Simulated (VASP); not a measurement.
# Dynamics of BaLi2Mg2Si2 at finite temperature, part 2 of 3

Aim: follow BaLi2Mg2Si2 in time and read averages from the run. The start is a cell from a database of measured crystal structures.

VASP 6.6.1; LDA; plane waves and PAW (Ba_sv, Si, Mg, Li).

So far. Step 2 (Relax the host): The run ended after 7 ionic steps, 0.073 eV below its first step, once forces and stress met EDIFFG = -0.02. The relaxed cell has a = 4.477, c = 25.697 Å (conventional setting).

## (3) Relax the host again, on a new basis

The volume changed by more than 5 %, so the plane waves of the start no longer fit; a second relaxation removes that error.

Contents of INCAR:

```
SYSTEM = BaLi2Mg2Si2
PREC = Accurate
ENCUT = 350
EDIFF = 1E-06
NELM = 120
ISMEAR = 0
SIGMA = 0.1
LREAL = .FALSE.
ALGO = Normal
GGA = CA
NBANDS = 19
LORBIT = 11
LWAVE = .FALSE.
LCHARG = .FALSE.
KPAR = 4
IBRION = 2
NSW = 30
ISIF = 3
EDIFFG = -0.02
POTIM = 0.4
```

Contents of POSCAR:

```
BaLi2Mg2Si2
1.0
    2.2382562996      1.2922578771      8.5655922809
   -2.2382562996      1.2922578771      8.5655922809
    0.0000000000     -2.5845157543      8.5655922809
Ba Si Mg Li
1 2 2 2
Direct
    0.0000000000      0.0000000000      0.0000000000
    0.2423970709      0.2423970709      0.2423970709
    0.7576029291      0.7576029291      0.7576029291
    0.1356520337      0.1356520337      0.1356520337
    0.8643479663      0.8643479663      0.8643479663
    0.5704369378      0.5704369378      0.5704369378
    0.4295630622      0.4295630622      0.4295630622
```

Contents of KPOINTS:

```
Automatic mesh
0
Gamma
5 5 5
0 0 0
```

PAW data sets: Ba_sv, Si, Mg and Li (LDA family, release 64).

The run is started by

```console
$ mpirun -np 4 vasp_std
```

Output:

```text
[... set-up lines as in an earlier step ...]
 entering main loop
       N       E                     dE             d eps       ncg     rms          rms(c)
DAV:   1     0.690063172420E+02    0.69006E+02   -0.73074E+03   722   0.750E+02
DAV:   2    -0.194080249115E+02   -0.88414E+02   -0.85669E+02   993   0.133E+02
DAV:   3    -0.253578473692E+02   -0.59498E+01   -0.59255E+01   953   0.357E+01
DAV:   4    -0.255172743909E+02   -0.15943E+00   -0.15934E+00  1086   0.592E+00
DAV:   5    -0.255200395776E+02   -0.27652E-02   -0.27650E-02   988   0.708E-01    0.575E+00
DAV:   6    -0.244537606338E+02    0.10663E+01   -0.22003E+00   844   0.469E+00    0.331E+00
DAV:   7    -0.243103427565E+02    0.14342E+00   -0.64668E-01   955   0.275E+00    0.125E+00
DAV:   8    -0.242954138423E+02    0.14929E-01   -0.84789E-02   844   0.108E+00    0.251E-01
DAV:   9    -0.242937177315E+02    0.16961E-02   -0.74392E-03   952   0.329E-01    0.136E-01
DAV:  10    -0.242936809230E+02    0.36809E-04   -0.55458E-04   957   0.886E-02    0.845E-02
DAV:  11    -0.242936579127E+02    0.23010E-04   -0.11999E-04   883   0.478E-02    0.884E-03
DAV:  12    -0.242936566064E+02    0.13063E-05   -0.10423E-05   858   0.140E-02    0.722E-03
DAV:  13    -0.242936566886E+02   -0.82203E-07   -0.63273E-07   599   0.339E-03
   1 F= -.24293657E+02 E0= -.24291407E+02  d E =-.242937E+02
 curvature:   0.00 expect dE= 0.000E+00 dE for cont linesearch  0.000E+00
 trial: gam= 0.00000 g(F)=  0.354E-04 g(S)=  0.291E-04 ort = 0.000E+00 (trialstep = 0.100E+01)
 search vector abs. value=  0.645E-04
 reached required accuracy - stopping structural energy minimisation
```

The job ended after 18 s (4 MPI ranks of Intel Xeon 6975P-C (Granite Rapids), shared host; peak memory 1.3 GiB; 69 s of CPU time).

From OUTCAR (step 3):

```text
  LATTYP: Found a trigonal (rhomboedric) cell.
 ALAT       =     8.9470158604
 COS(alpha) =     0.8748320290

The static configuration has the point symmetry D_3d.

 Found     19 irreducible k-points:

   ENCUT  =  350.0 eV  25.72 Ry    5.07 a.u.  13.65 13.65 13.65*2*pi/ulx,y,z

   NELECT =      24.0000    total number of electrons

 E-fermi :   3.3455

 k-point     1 :       0.0000    0.0000    0.0000
  band No.  band energies     occupation
    ...
      6      -3.5787      2.00000
      7      -0.4517      2.00000
      8       2.8924      2.00000
      9       2.8924      2.00000
     10       3.1851      1.97668
     11       3.5455      0.00466
     12       3.5455      0.00466
     13       3.7105      0.00000
     14       5.1384      0.00000
     15       5.1384      0.00000
    ...

 k-point     2 :       0.2000    0.0000    0.0000
  band No.  band energies     occupation
    ...
      8       1.5466      2.00000
      9       2.0193      2.00000
     10       2.3058      2.00000
     11       2.8581      2.00000
     12       3.1127      1.99900
     13       3.9645      0.00000
     14       4.7851      0.00000
     15       5.4180      0.00000
     16       6.1417      0.00000
     17       6.1554      0.00000
    ...

  Total        0.0225948      0.0225948     -0.0652735      0.0000000      0.0000000      0.0000000
  in kB        0.2435290      0.2435290     -0.7035254      0.0000000      0.0000000      0.0000000
  external PRESSURE =      -0.0721558 kB  Pullay stress =       0.0000000 kB

 POSITION                                       TOTAL-FORCE (eV/Angst)
 -----------------------------------------------------------------------------------
      0.00000      0.00000      0.00000         0.000000      0.000000      0.000000
      0.00000     -0.00000      6.22882         0.000000     -0.000000      0.016134
      0.00000     -0.00000     19.46795         0.000000      0.000000     -0.016134
      0.00000     -0.00000      3.48582         0.000000     -0.000000      0.002606
      0.00000     -0.00000     22.21096         0.000000      0.000000     -0.002606
      0.00000     -0.00000     14.65839         0.000000      0.000000     -0.013835
      0.00000     -0.00000     11.03839         0.000000     -0.000000      0.013835
 -----------------------------------------------------------------------------------
    total drift:                                0.000000      0.000000     -0.000000

  FREE ENERGIE OF THE ION-ELECTRON SYSTEM (eV)
  ---------------------------------------------------
  free  energy   TOTEN  =       -24.2936566886 eV

  energy  without entropy=      -24.2891573113  energy(sigma->0) =      -24.29140700

 total charge
# of ion       s       p       d       tot
------------------------------------------
    1        2.022   5.581   0.352   7.955
    2        0.776   0.908   0.000   1.684
    3        0.776   0.908   0.000   1.684
    4        0.202   0.160   0.022   0.384
    5        0.202   0.160   0.022   0.384
    6        0.122   0.240   0.000   0.362
    7        0.122   0.240   0.000   0.362
--------------------------------------------------
tot          4.222   8.197   0.397  12.816

[... 5 parts as in an earlier step ...]

[... 7 further parts left out ...]
```

CONTCAR:

```
BaLi2Mg2Si2
   1.00000000000000
     2.2382562996000002    1.2922578771000000    8.5655922809000007
    -2.2382562996000002    1.2922578771000000    8.5655922809000007
     0.0000000000000000   -2.5845157542999999    8.5655922809000007
  Ba              Si              Mg              Li
     1     2     2     2
Direct
     0.0000000000000000    0.0000000000000000    0.0000000000000000
     0.2423970708999974    0.2423970708999974    0.2423970708999974
     0.7576029291000026    0.7576029291000026    0.7576029291000026
     0.1356520336999978    0.1356520336999978    0.1356520336999978
     0.8643479663000022    0.8643479663000022    0.8643479663000022
     0.5704369377999967    0.5704369377999967    0.5704369377999967
     0.4295630622000033    0.4295630622000033    0.4295630622000033
```

Little changed from the start: no atom moved by 0.005 Å and no cell edge by 0.1 %.

Numbers from this step:

```
electronic cycles : 13
```

The start already met the threshold, so nothing moved.

## (4) Molecular dynamics

System of this step: BaLi2Mg2Si2. It takes space group R-3m (No. 166, trigonal). Conventional cell: a = 4.477 Å, b = 4.477 Å, c = 25.697 Å, α = 90.00°, β = 90.00°, γ = 120.00°. Ba has 6 Si at 3.48 Å and 2 Mg at 3.49 Å and 6 Li at 3.58 Å nearest. Si has 3 Li at 2.59 Å and 4 Mg at 2.74 to 2.83 Å and 3 Ba at 3.48 Å nearest. Mg has 4 Si at 2.74 to 2.83 Å and 3 Li at 2.78 Å and 3 Mg at 3.04 Å and 1 Ba at 3.49 Å nearest. Nearest to Li lie 3 Si at 2.59 Å and 3 Mg at 2.78 Å and 3 Ba at 3.58 Å and 1 Li at 3.62 Å. Farther neighbours are not listed.

Few k-points, a looser threshold and, at fixed cell, a modest cutoff make many steps affordable, at some cost in the accuracy of forces and more in that of pressure. The electronic smearing is set to the highest ionic temperature of the stage, and to no less than 300 K.

Contents of INCAR:

```
SYSTEM = BaLi2Mg2Si2
PREC = Normal
ENCUT = 220
EDIFF = 1E-04
NELM = 120
ISMEAR = -1
SIGMA = 0.0259
LREAL = Auto
ALGO = VeryFast
GGA = CA
LWAVE = .FALSE.
LCHARG = .FALSE.
KPAR = 4
IBRION = 0
NSW = 120
POTIM = 1
TEBEG = 100
TEEND = 100
ISYM = 0
ISIF = 2
NELMIN = 4
MAXMIX = 40
NBLOCK = 1
RANDOM_SEED = 136764 0 0
NWRITE = 1
MDALGO = 1
ANDERSEN_PROB = 0.1
```

Contents of POSCAR:

```
BaLi2Mg2Si2
1.0
   -4.4765125992     -2.5845157543      8.5655922809
    4.4765125992     -2.5845157543      8.5655922809
    0.0000000000      5.1690315085      8.5655922809
Ba Si Mg Li
4 8 8 8
Direct
    0.0000000000      0.0000000000      0.0000000000
    0.5000000000      0.5000000000      0.0000000000
    0.5000000000      0.0000000000      0.5000000000
    0.0000000000      0.5000000000      0.5000000000
    0.2423970709      0.2423970709      0.2423970709
    0.7423970709      0.7423970709      0.2423970709
    0.7423970709      0.2423970709      0.7423970709
    0.2423970709      0.7423970709      0.7423970709
    0.7576029291      0.7576029291      0.7576029291
    0.2576029291      0.2576029291      0.7576029291
    0.2576029291      0.7576029291      0.2576029291
    0.7576029291      0.2576029291      0.2576029291
    0.1356520337      0.1356520337      0.1356520337
    0.6356520337      0.6356520337      0.1356520337
    0.6356520337      0.1356520337      0.6356520337
    0.1356520337      0.6356520337      0.6356520337
    0.8643479663      0.8643479663      0.8643479663
    0.3643479663      0.3643479663      0.8643479663
    0.3643479663      0.8643479663      0.3643479663
    0.8643479663      0.3643479663      0.3643479663
    0.5704369378      0.5704369378      0.5704369378
    0.0704369378      0.0704369378      0.5704369378
    0.0704369378      0.5704369378      0.0704369378
    0.5704369378      0.0704369378      0.0704369378
    0.4295630622      0.4295630622      0.4295630622
    0.9295630622      0.9295630622      0.4295630622
    0.9295630622      0.4295630622      0.9295630622
    0.4295630622      0.9295630622      0.9295630622
```

Contents of KPOINTS:

```
Automatic mesh
0
Gamma
2 2 2
0 0 0
```

The run is started by

```console
$ mpirun -np 4 vasp_std
```

Output:

```text
[banner, memory and clock lines left out]
running    4 mpi-ranks, on    1 nodes
 distrk:  each k-point on    1 cores,    4 groups
 distr:  one band on    1 cores,    1 groups

 POSCAR found type information on POSCAR BaSiMgLi
 POSCAR found :  4 types and      28 ions
 LDA part: xc-table for (Slater(with rela. corr.)+CA(PZ))
 , standard interpolation
 POSCAR, INCAR and KPOINTS ok, starting setup
 FFT: planning ... GRIDC
 FFT: planning ... GRID_SOFT
 FFT: planning ... GRID
 WAVECAR not read
 prediction of wavefunctions initialized - no I/O
 entering main loop
       N       E                     dE             d eps       ncg     rms          rms(c)
RMM:   1     0.462103654915E+03    0.46210E+03   -0.17244E+04   504   0.540E+02
RMM:   2     0.112907147697E+03   -0.34920E+03   -0.43515E+03   504   0.138E+02
RMM:   3    -0.357528374129E+02   -0.14866E+03   -0.16138E+03   504   0.853E+01
RMM:   4    -0.757211449158E+02   -0.39968E+02   -0.42049E+02   504   0.519E+01
RMM:   5    -0.901965132436E+02   -0.14475E+02   -0.12502E+02   504   0.252E+01
RMM:   6    -0.962937377188E+02   -0.60972E+01   -0.51682E+01   504   0.171E+01
RMM:   7    -0.988964104483E+02   -0.26027E+01   -0.24825E+01   504   0.110E+01
RMM:   8    -0.100215703633E+03   -0.13193E+01   -0.12771E+01   504   0.811E+00
RMM:   9    -0.101587112506E+03   -0.13714E+01   -0.13667E+01  1687   0.579E+00
RMM:  10    -0.101711720599E+03   -0.12461E+00   -0.11440E+00  1736   0.174E+00
RMM:  11    -0.101738715358E+03   -0.26995E-01   -0.24498E-01  1738   0.945E-01
RMM:  12    -0.101747682278E+03   -0.89669E-02   -0.84247E-02  1720   0.489E-01    0.128E+01
RMM:  13    -0.974520148157E+02    0.42957E+01   -0.96767E+00  1552   0.500E+00    0.764E+00
RMM:  14    -0.969198062786E+02    0.53221E+00   -0.29006E+00  1554   0.284E+00    0.279E+00
RMM:  15    -0.968694840041E+02    0.50322E-01   -0.33413E-01  1427   0.126E+00    0.473E-01
RMM:  16    -0.968758677333E+02   -0.63837E-02   -0.91217E-02  1549   0.551E-01    0.347E-01
RMM:  17    -0.968779712025E+02   -0.21035E-02   -0.27382E-02  1433   0.313E-01    0.133E-01
RMM:  18    -0.968790354812E+02   -0.10643E-02   -0.12965E-02  1462   0.197E-01    0.538E-02
RMM:  19    -0.968795645017E+02   -0.52902E-03   -0.53104E-03  1210   0.119E-01    0.452E-02
RMM:  20    -0.968797880728E+02   -0.22357E-03   -0.21885E-03  1114   0.795E-02    0.359E-02
RMM:  21    -0.968798706175E+02   -0.82545E-04   -0.89639E-04  1034   0.573E-02
      1 T=   100. E= -.96530831E+02 F= -.96879871E+02 E0= -.96873855E+02  EK= 0.34904E+00 SP= 0.00E+00 SK= 0.00E+00
 bond charge predicted
       N       E                     dE             d eps       ncg     rms          rms(c)
RMM:   1    -0.968786208224E+02    0.11673E-02   -0.39110E-02  1027   0.525E-01    0.108E-01
RMM:   2    -0.968791265212E+02   -0.50570E-03   -0.61766E-03  1214   0.233E-01    0.321E-02
RMM:   3    -0.968792252709E+02   -0.98750E-04   -0.15717E-03  1300   0.941E-02    0.454E-02
WARNING in EDDRMM: call to ZHEGV failed, returncode =   6  3     48
RMM:   4    -0.968791877177E+02    0.37553E-04   -0.29091E-04   764   0.383E-02
      2 T=    94. E= -.96550498E+02 F= -.96879188E+02 E0= -.96873159E+02  EK= 0.32869E+00 SP= 0.00E+00 SK= 0.00E+00
[... from here on, the cycles between the ionic steps are left out ...]
      3 T=    96. E= -.96541040E+02 F= -.96876899E+02 E0= -.96870870E+02  EK= 0.33586E+00 SP= 0.00E+00 SK= 0.00E+00
      5 T=   100. E= -.96518591E+02 F= -.96867262E+02 E0= -.96861227E+02  EK= 0.34867E+00 SP= 0.00E+00 SK= 0.00E+00
      7 T=    83. E= -.96560992E+02 F= -.96851616E+02 E0= -.96845590E+02  EK= 0.29062E+00 SP= 0.00E+00 SK= 0.00E+00
      9 T=    74. E= -.96575635E+02 F= -.96833349E+02 E0= -.96827418E+02  EK= 0.25771E+00 SP= 0.00E+00 SK= 0.00E+00
     11 T=    61. E= -.96601297E+02 F= -.96813810E+02 E0= -.96807938E+02  EK= 0.21251E+00 SP= 0.00E+00 SK= 0.00E+00
     13 T=    63. E= -.96578126E+02 F= -.96797057E+02 E0= -.96791241E+02  EK= 0.21893E+00 SP= 0.00E+00 SK= 0.00E+00
     15 T=    56. E= -.96587208E+02 F= -.96783512E+02 E0= -.96777751E+02  EK= 0.19630E+00 SP= 0.00E+00 SK= 0.00E+00
     17 T=    53. E= -.96589964E+02 F= -.96773942E+02 E0= -.96768216E+02  EK= 0.18398E+00 SP= 0.00E+00 SK= 0.00E+00
     19 T=    68. E= -.96522801E+02 F= -.96761480E+02 E0= -.96755685E+02  EK= 0.23868E+00 SP= 0.00E+00 SK= 0.00E+00
     21 T=    69. E= -.96511145E+02 F= -.96751504E+02 E0= -.96745618E+02  EK= 0.24036E+00 SP= 0.00E+00 SK= 0.00E+00
     23 T=    60. E= -.96534101E+02 F= -.96744041E+02 E0= -.96738117E+02  EK= 0.20994E+00 SP= 0.00E+00 SK= 0.00E+00
     25 T=    67. E= -.96508619E+02 F= -.96743394E+02 E0= -.96737449E+02  EK= 0.23478E+00 SP= 0.00E+00 SK= 0.00E+00
     27 T=    69. E= -.96500444E+02 F= -.96741507E+02 E0= -.96735562E+02  EK= 0.24106E+00 SP= 0.00E+00 SK= 0.00E+00
     29 T=    74. E= -.96481986E+02 F= -.96741367E+02 E0= -.96735502E+02  EK= 0.25938E+00 SP= 0.00E+00 SK= 0.00E+00
     31 T=    70. E= -.96498156E+02 F= -.96743411E+02 E0= -.96737586E+02  EK= 0.24526E+00 SP= 0.00E+00 SK= 0.00E+00
     33 T=    74. E= -.96485850E+02 F= -.96745487E+02 E0= -.96739631E+02  EK= 0.25964E+00 SP= 0.00E+00 SK= 0.00E+00
     35 T=    77. E= -.96473842E+02 F= -.96743457E+02 E0= -.96737564E+02  EK= 0.26961E+00 SP= 0.00E+00 SK= 0.00E+00
     37 T=    84. E= -.96446722E+02 F= -.96739157E+02 E0= -.96733222E+02  EK= 0.29243E+00 SP= 0.00E+00 SK= 0.00E+00
     39 T=    85. E= -.96434821E+02 F= -.96732263E+02 E0= -.96726326E+02  EK= 0.29744E+00 SP= 0.00E+00 SK= 0.00E+00
     41 T=   103. E= -.96365618E+02 F= -.96724784E+02 E0= -.96718767E+02  EK= 0.35917E+00 SP= 0.00E+00 SK= 0.00E+00
     43 T=   103. E= -.96355127E+02 F= -.96715575E+02 E0= -.96709480E+02  EK= 0.36045E+00 SP= 0.00E+00 SK= 0.00E+00
     45 T=    98. E= -.96365656E+02 F= -.96707837E+02 E0= -.96701635E+02  EK= 0.34218E+00 SP= 0.00E+00 SK= 0.00E+00
     47 T=    92. E= -.96383802E+02 F= -.96703598E+02 E0= -.96697350E+02  EK= 0.31980E+00 SP= 0.00E+00 SK= 0.00E+00
     49 T=    70. E= -.96450700E+02 F= -.96695340E+02 E0= -.96689121E+02  EK= 0.24464E+00 SP= 0.00E+00 SK= 0.00E+00
     51 T=    76. E= -.96425921E+02 F= -.96692865E+02 E0= -.96686671E+02  EK= 0.26694E+00 SP= 0.00E+00 SK= 0.00E+00
     53 T=    75. E= -.96435169E+02 F= -.96696660E+02 E0= -.96690485E+02  EK= 0.26149E+00 SP= 0.00E+00 SK= 0.00E+00
     55 T=    84. E= -.96407006E+02 F= -.96700433E+02 E0= -.96694327E+02  EK= 0.29343E+00 SP= 0.00E+00 SK= 0.00E+00
     57 T=    79. E= -.96428058E+02 F= -.96702881E+02 E0= -.96696872E+02  EK= 0.27482E+00 SP= 0.00E+00 SK= 0.00E+00
     59 T=    84. E= -.96408599E+02 F= -.96703399E+02 E0= -.96697487E+02  EK= 0.29480E+00 SP= 0.00E+00 SK= 0.00E+00
     61 T=    91. E= -.96392968E+02 F= -.96710340E+02 E0= -.96704457E+02  EK= 0.31737E+00 SP= 0.00E+00 SK= 0.00E+00
     63 T=    93. E= -.96396414E+02 F= -.96719915E+02 E0= -.96714058E+02  EK= 0.32350E+00 SP= 0.00E+00 SK= 0.00E+00
     65 T=    96. E= -.96392532E+02 F= -.96726466E+02 E0= -.96720654E+02  EK= 0.33393E+00 SP= 0.00E+00 SK= 0.00E+00
     67 T=   101. E= -.96373146E+02 F= -.96724360E+02 E0= -.96718622E+02  EK= 0.35121E+00 SP= 0.00E+00 SK= 0.00E+00
     69 T=    97. E= -.96379713E+02 F= -.96717103E+02 E0= -.96711364E+02  EK= 0.33739E+00 SP= 0.00E+00 SK= 0.00E+00
     71 T=    82. E= -.96418390E+02 F= -.96705791E+02 E0= -.96700106E+02  EK= 0.28740E+00 SP= 0.00E+00 SK= 0.00E+00
     73 T=    77. E= -.96428964E+02 F= -.96698619E+02 E0= -.96692858E+02  EK= 0.26966E+00 SP= 0.00E+00 SK= 0.00E+00
     75 T=    68. E= -.96452069E+02 F= -.96688390E+02 E0= -.96682582E+02  EK= 0.23632E+00 SP= 0.00E+00 SK= 0.00E+00
     77 T=    91. E= -.96370852E+02 F= -.96688079E+02 E0= -.96682231E+02  EK= 0.31723E+00 SP= 0.00E+00 SK= 0.00E+00
     79 T=    98. E= -.96347134E+02 F= -.96689628E+02 E0= -.96683754E+02  EK= 0.34249E+00 SP= 0.00E+00 SK= 0.00E+00
     81 T=    97. E= -.96360322E+02 F= -.96697174E+02 E0= -.96691352E+02  EK= 0.33685E+00 SP= 0.00E+00 SK= 0.00E+00
     83 T=   119. E= -.96290624E+02 F= -.96706164E+02 E0= -.96700425E+02  EK= 0.41554E+00 SP= 0.00E+00 SK= 0.00E+00
     85 T=   131. E= -.96251662E+02 F= -.96709791E+02 E0= -.96704214E+02  EK= 0.45813E+00 SP= 0.00E+00 SK= 0.00E+00
     87 T=   125. E= -.96271313E+02 F= -.96708434E+02 E0= -.96703110E+02  EK= 0.43712E+00 SP= 0.00E+00 SK= 0.00E+00
     89 T=   121. E= -.96279766E+02 F= -.96702503E+02 E0= -.96697493E+02  EK= 0.42274E+00 SP= 0.00E+00 SK= 0.00E+00
     91 T=   120. E= -.96270969E+02 F= -.96690209E+02 E0= -.96685536E+02  EK= 0.41924E+00 SP= 0.00E+00 SK= 0.00E+00
     93 T=   122. E= -.96252145E+02 F= -.96676949E+02 E0= -.96672488E+02  EK= 0.42480E+00 SP= 0.00E+00 SK= 0.00E+00
     95 T=   101. E= -.96307615E+02 F= -.96660568E+02 E0= -.96656257E+02  EK= 0.35295E+00 SP= 0.00E+00 SK= 0.00E+00
     97 T=   101. E= -.96287351E+02 F= -.96641411E+02 E0= -.96637216E+02  EK= 0.35406E+00 SP= 0.00E+00 SK= 0.00E+00
     99 T=    95. E= -.96288734E+02 F= -.96621484E+02 E0= -.96617345E+02  EK= 0.33275E+00 SP= 0.00E+00 SK= 0.00E+00
    101 T=    96. E= -.96268042E+02 F= -.96604175E+02 E0= -.96600049E+02  EK= 0.33613E+00 SP= 0.00E+00 SK= 0.00E+00
    103 T=   112. E= -.96198880E+02 F= -.96591398E+02 E0= -.96587256E+02  EK= 0.39252E+00 SP= 0.00E+00 SK= 0.00E+00
    105 T=   103. E= -.96222066E+02 F= -.96579873E+02 E0= -.96575678E+02  EK= 0.35781E+00 SP= 0.00E+00 SK= 0.00E+00
    107 T=   109. E= -.96185902E+02 F= -.96566092E+02 E0= -.96561856E+02  EK= 0.38019E+00 SP= 0.00E+00 SK= 0.00E+00
    109 T=    94. E= -.96225165E+02 F= -.96552982E+02 E0= -.96548825E+02  EK= 0.32782E+00 SP= 0.00E+00 SK= 0.00E+00
    111 T=    87. E= -.96242928E+02 F= -.96546449E+02 E0= -.96542376E+02  EK= 0.30352E+00 SP= 0.00E+00 SK= 0.00E+00
    113 T=    79. E= -.96262994E+02 F= -.96540239E+02 E0= -.96536312E+02  EK= 0.27724E+00 SP= 0.00E+00 SK= 0.00E+00
    115 T=    83. E= -.96245245E+02 F= -.96534970E+02 E0= -.96531199E+02  EK= 0.28972E+00 SP= 0.00E+00 SK= 0.00E+00
    117 T=   107. E= -.96162744E+02 F= -.96536433E+02 E0= -.96532723E+02  EK= 0.37369E+00 SP= 0.00E+00 SK= 0.00E+00
    119 T=   102. E= -.96182306E+02 F= -.96539207E+02 E0= -.96535448E+02  EK= 0.35690E+00 SP= 0.00E+00 SK= 0.00E+00
 bond charge predicted
 prediction of wavefunctions
       N       E                     dE             d eps       ncg     rms          rms(c)
RMM:   1    -0.965413908808E+02   -0.21849E-02   -0.14630E-02   976   0.295E-01    0.572E-02
RMM:   2    -0.965415235821E+02   -0.13270E-03   -0.15179E-03   940   0.117E-01    0.255E-02
RMM:   3    -0.965415413231E+02   -0.17741E-04   -0.39763E-04   780   0.564E-02    0.233E-02
RMM:   4    -0.965415365272E+02    0.47959E-05   -0.78202E-05   570   0.277E-02
    120 T=   120. E= -.96122033E+02 F= -.96541537E+02 E0= -.96537787E+02  EK= 0.41950E+00 SP= 0.00E+00 SK= 0.00E+00
 bond charge predicted
 prediction of wavefunctions
 wavefunctions rotated
```

Wall time 6.4 min (4 MPI ranks); peak memory 1.3 GiB.

(Continued in part 3 of 3.)

[Lines on the potential files, build, host, timing and source positions are cut from VASP's logs without a mark.]

[Logs are printed without paths, hosts, clocks, repeated set-up lines and the standing remarks that a program may print on its own settings, such as how far it seeks lower states.]

[Hosts, paths, dates, database ids (printed as entryN), source tags and the programs' standing remarks are cut or masked in the printed files.]

[Runs that stopped without an error message from VASP are left out.]
